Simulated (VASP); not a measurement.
```yaml
crystal:
  lattice:
    - [-1.60650, 1.60650, 1.60650]
    - [1.60650, -1.60650, 1.60650]
    - [1.60650, 1.60650, -1.60650]
  atoms:
    - { symbol: Mo, position: [0.00000, 0.00000, 0.00000] }
```

The numbers are results of PBE GGA, VASP's PBE PAW potentials (set 64) (plane waves; VASP 6.6.1), not measurements. Numerical set-up: 400 eV cut-off, 14×14×14 Γ-centred mesh, first-order Methfessel-Paxton smearing of 0.10 eV, potentials Mo_sv.

### Question
Give the stress tensor in GPa (positive for a compressed cell).

### Answer

```
-11.48    0.00    0.00
  0.00  -11.48    0.00
  0.00    0.00  -11.48
```
The pressure is its mean diagonal, -11.48 GPa.

The compound is Mo in the bcc structure. The cell was not relaxed at this level.
